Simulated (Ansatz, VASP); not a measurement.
**Two plane-wave programs on HfTa4F**

```
Hf Ta F
1.0
     0.00000    3.74880    3.74880
     3.74880    0.00000    3.74880
     3.74880    3.74880    0.00000
Hf Ta F
1 4 1
Direct
  0.75000 0.75000 0.75000
  0.87472 0.37509 0.37509
  0.37509 0.37509 0.37509
  0.37509 0.87472 0.37509
  0.37509 0.37509 0.87472
  0.00000 0.00000 0.00000
```

Change from the starting cell: species swapped into the HfZrV4 type (F-43m, No. 216).

Alike in both runs: task single point; functional PBE; k mesh 4 × 4 × 4; occupations gaussian, width 0.1 eV; no spin polarisation.

|  | VASP | Ansatz |
| --- | --- | --- |
| version | VASP 6.6.1 | Ansatz 0.2.0 |
| potentials or method | VASP PAW PBE potentials, release 64 (Hf_pv, Ta_pv, F) | scalar-relativistic, plane waves, PAW |
| plane-wave cutoff (eV) | 520 | 420 |
| valence electrons in the cell | 61 | 85 |

Ansatz gave:

- gap on the k mesh at the Fermi level (eV): none
- pressure (GPa): 22.2
- rms of the force components (eV/Å): 0.518

Which values does VASP return?

gap on the k mesh at the Fermi level (eV): none; pressure (GPa): 22.3; rms of the force components (eV/Å): 0.519.

Atom by atom the forces differ by 0.001 eV/Å (rms over components). A gap of «none» marks a metal or a gap that the smearing closes. With one functional, cell and mesh, what is left measures potentials, basis and numerics. The two sets of potentials don't hold the same shells in valence.

Caveats: the k mesh is coarse (spacing up to 0.36 Å⁻¹), so the values aren't converged; so large a pressure means that the cell lies far from this level's equilibrium, or that cutoff or potentials fall short (VASP); an odd number of electrons without spin polarisation forces a metal; a magnetic or distorted state may lie lower. Spin-orbit coupling is left out, which matters for the levels of Hf, Ta.
